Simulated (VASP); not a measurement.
Computed with LDA (Ceperley-Alder, Perdew-Zunger), VASP's LDA PAW potentials (set 64) (plane waves; VASP).

The input files of a VASP run:

INCAR:
```
! general
SYSTEM  = Te
PREC    = Accurate
ENCUT   = 300
LREAL   = F
LASPH   = T   ! aspherical one-centre terms

! electronic loop
EDIFF   = 1E-6   ! SCF stop (eV)
NELM    = 100
ALGO    = Normal   ! blocked Davidson
LMAXMIX = 4   ! l cut-off of mixed one-centre charges

! smearing
ISMEAR  = 0   ! Gaussian
SIGMA   = 0.136   ! width (eV)

! ions
ISIF    = 2   ! forces and stress, cell fixed

! output
LWAVE   = F
LCHARG  = F
```

### POSCAR
```
Te
1
    3.4376800000     0.0000000000     0.0000000000
   -1.7188400000     2.9771180000     0.0000000000
    0.0000000000     0.0000000000    11.0607580000
Te
4
Direct
  0.0000000000   0.0000000000   0.0000000000
  0.0000000000   0.0000000000   0.5000000000
  0.3333330000   0.6666670000   0.2500000000
  0.6666670000   0.3333330000   0.7500000000
```

KPOINTS:
```
Automatic mesh
0
Gamma
5 5 2
0 0 0
```

POTCAR, in this order: Te (LDA.64 set). Program: vasp_std.

What VASP printed:

File OSZICAR:
```
       N       E                     dE             d eps       ncg     rms          rms(c)
DAV:   1     0.743432836562E+02    0.74343E+02   -0.64303E+03   320   0.764E+02
DAV:   2    -0.993155683874E+01   -0.84275E+02   -0.82523E+02   488   0.139E+02
DAV:   3    -0.138863185533E+02   -0.39548E+01   -0.39453E+01   352   0.361E+01
DAV:   4    -0.139462988324E+02   -0.59980E-01   -0.59962E-01   376   0.543E+00
DAV:   5    -0.139473308753E+02   -0.10320E-02   -0.10320E-02   360   0.637E-01    0.132E+01
DAV:   6    -0.139195012151E+02    0.27830E-01   -0.26103E-02   320   0.760E-01    0.805E+00
DAV:   7    -0.139096306945E+02    0.98705E-02   -0.44172E-02   344   0.991E-01    0.447E-01
DAV:   8    -0.139093186259E+02    0.31207E-03   -0.13643E-03   320   0.220E-01    0.278E-01
DAV:   9    -0.139092213218E+02    0.97304E-04   -0.46264E-04   328   0.104E-01    0.258E-01
DAV:  10    -0.139092139805E+02    0.73413E-05   -0.25176E-05   320   0.275E-02    0.501E-02
DAV:  11    -0.139092138702E+02    0.11031E-06   -0.78138E-07   160   0.552E-03
   1 F= -.13909214E+02 E0= -.13903026E+02  d E =-.123761E-01
```

OUTCAR:
```
------------------------ aborting loop because EDIFF is reached ----------------------------------------
  FORCE on cell =-STRESS in cart. coord.  units (eV):
  Direction    XX          YY          ZZ          XY          YZ          ZX
  --------------------------------------------------------------------------------------
  Total       -2.3979142     -2.3979138     -3.3682402      0.0000000      0.0000000      0.0000000
  in kB      -33.9389051    -33.9389003    -47.6724251      0.0000000      0.0000000      0.0000000
  external PRESSURE =     -38.5167435 kB  Pullay stress =       0.0000000 kB
  volume of cell :      113.20
      direct lattice vectors                 reciprocal lattice vectors
     3.437680000  0.000000000  0.000000000     0.290893859  0.167947659  0.000000000
    -1.718840000  2.977118000  0.000000000     0.000000000  0.335895319  0.000000000
     0.000000000  0.000000000 11.060758000     0.000000000  0.000000000  0.090409717
 POSITION                                       TOTAL-FORCE (eV/Angst)
 -----------------------------------------------------------------------------------
      0.00000      0.00000      0.00000         0.000000      0.000000     -0.000000
      0.00000      0.00000      5.53038         0.000000      0.000000     -0.000000
     -0.00000      1.98475      2.76519        -0.000000      0.000000      0.000000
      1.71884      0.99237      8.29557         0.000000     -0.000000      0.000000
 -----------------------------------------------------------------------------------
    total drift:                                0.000000     -0.000000      0.000000
  FREE ENERGIE OF THE ION-ELECTRON SYSTEM (eV)
  ---------------------------------------------------
  free  energy   TOTEN  =       -13.9092138702 eV

  energy  without entropy=      -13.8968377876  energy(sigma->0) =      -13.90302583
```
(Selected blocks of OUTCAR.)

The structure was generated: Te was put into an ordered model structure (P6_3/mmc), which need not be its known phase. The cell was not relaxed at this level. The k-mesh is coarse (spacing up to 0.42 per Å, 2π included), so the numbers may not be converged in it. The run is one of a series of settings (GGA removed, POTCAR Te (LDA.64 set) against the base run), some of them coarse on purpose.
